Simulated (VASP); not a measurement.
Here is the system:

```yaml
crystal:
  lattice:
    - [8.48696, 0.00000, 0.00000]
    - [0.00000, 8.48696, 0.00000]
    - [0.00000, 0.00000, 8.48696]
  atoms:
    - { symbol: Mg, position: [0.49995, 0.99992, 0.99653] }
    - { symbol: Mg, position: [0.74794, 0.25195, 0.99993] }
    - { symbol: Mg, position: [0.75165, 0.00002, 0.25173] }
    - { symbol: Mg, position: [0.99994, 0.99995, 0.99822] }
    - { symbol: Mg, position: [0.25191, 0.25189, 0.00006] }
    - { symbol: Mg, position: [0.50001, 0.49989, 0.98167] }
    - { symbol: Mg, position: [0.74803, 0.74795, 0.99987] }
    - { symbol: Mg, position: [0.24808, 0.99994, 0.25184] }
    - { symbol: Mg, position: [0.49982, 0.23057, 0.25646] }
    - { symbol: Mg, position: [0.76935, 0.49999, 0.25647] }
    - { symbol: Mg, position: [0.49974, 0.99993, 0.50465] }
    - { symbol: Mg, position: [0.74334, 0.25632, 0.49953] }
    - { symbol: Mg, position: [0.74895, 0.99988, 0.74826] }
    - { symbol: Mg, position: [0.00010, 0.49994, 0.99681] }
    - { symbol: Mg, position: [0.25207, 0.74790, 0.99996] }
    - { symbol: Mg, position: [0.99985, 0.24819, 0.25196] }
    - { symbol: Mg, position: [0.23052, 0.49996, 0.25669] }
    - { symbol: Mg, position: [0.49993, 0.76938, 0.25635] }
    - { symbol: Mg, position: [0.99970, 0.99992, 0.50207] }
    - { symbol: Mg, position: [0.25594, 0.25621, 0.49963] }
    - { symbol: Mg, position: [0.74355, 0.74363, 0.49938] }
    - { symbol: Mg, position: [0.25060, 0.99985, 0.74840] }
    - { symbol: Mg, position: [0.49976, 0.25743, 0.73744] }
    - { symbol: Mg, position: [0.74243, 0.49990, 0.73767] }
    - { symbol: Mg, position: [0.99996, 0.75182, 0.25184] }
    - { symbol: Mg, position: [0.99976, 0.49992, 0.50493] }
    - { symbol: Mg, position: [0.25613, 0.74360, 0.49959] }
    - { symbol: Mg, position: [0.99975, 0.25062, 0.74853] }
    - { symbol: Mg, position: [0.25735, 0.49985, 0.73772] }
    - { symbol: Mg, position: [0.49993, 0.74226, 0.73726] }
    - { symbol: Mg, position: [0.99986, 0.74913, 0.74844] }
    - { symbol: O, position: [0.74457, 0.25534, 0.25014] }
    - { symbol: O, position: [0.99994, 0.49999, 0.24502] }
    - { symbol: O, position: [0.99970, 0.24795, 0.49887] }
    - { symbol: O, position: [0.25510, 0.25525, 0.25026] }
    - { symbol: O, position: [0.74467, 0.74470, 0.25006] }
    - { symbol: O, position: [0.99985, 0.00000, 0.24828] }
    - { symbol: O, position: [0.49970, 0.23612, 0.49468] }
    - { symbol: O, position: [0.76362, 0.50001, 0.49477] }
    - { symbol: O, position: [0.99979, 0.75195, 0.49878] }
    - { symbol: O, position: [0.74826, 0.25142, 0.75064] }
    - { symbol: O, position: [0.99982, 0.49988, 0.75394] }
    - { symbol: O, position: [0.99991, 0.25054, 0.00168] }
    - { symbol: O, position: [0.25519, 0.74467, 0.25019] }
    - { symbol: O, position: [0.49985, 0.00000, 0.24482] }
    - { symbol: O, position: [0.23590, 0.49992, 0.49494] }
    - { symbol: O, position: [0.49985, 0.76367, 0.49454] }
    - { symbol: O, position: [0.75171, 0.99999, 0.49862] }
    - { symbol: O, position: [0.25129, 0.25140, 0.75071] }
    - { symbol: O, position: [0.49985, 0.49988, 0.75571] }
    - { symbol: O, position: [0.74838, 0.74846, 0.75055] }
    - { symbol: O, position: [0.99980, 0.99988, 0.75172] }
    - { symbol: O, position: [0.49991, 0.25652, 0.01050] }
    - { symbol: O, position: [0.74343, 0.49995, 0.01044] }
    - { symbol: O, position: [0.00004, 0.74935, 0.00158] }
    - { symbol: O, position: [0.24779, 0.99989, 0.49876] }
    - { symbol: O, position: [0.25142, 0.74836, 0.75063] }
    - { symbol: O, position: [0.49979, 0.99987, 0.75365] }
    - { symbol: O, position: [0.25660, 0.49990, 0.01067] }
    - { symbol: O, position: [0.50004, 0.74329, 0.01047] }
    - { symbol: O, position: [0.74931, 0.99994, 0.00149] }
    - { symbol: O, position: [0.25056, 0.99988, 0.00157] }
```

Calculation: HSE06 screened hybrid, VASP's PBE PAW potentials (set 64) (plane waves; VASP 6.6.1). Numerical set-up: PREC = Normal, LREAL = Auto, ISYM = 0, EDIFF = 1E-5, 400 eV cut-off, 1×1×1 Γ-centred mesh, Gaussian smearing of 0.050 eV, potentials Mg O.

The supercell is sampled at Γ alone, which is coarse: total energies, pressure and levels can be off, energies of defects by several tenths of an eV.

Problem. What does the run give for the energy per atom (σ→0)?

Solution. 
The energy per atom (σ→0) comes out as -7.062 eV/atom.

The absolute energy has meaning only against runs of the same code, potentials and settings.

The cell is a supercell with a defect, built from MgO (rock salt): vac_Mg-vac_O. The cell's shape comes from a PBE relaxation. The run is not spin-polarised, so no state with unpaired spins was tried.
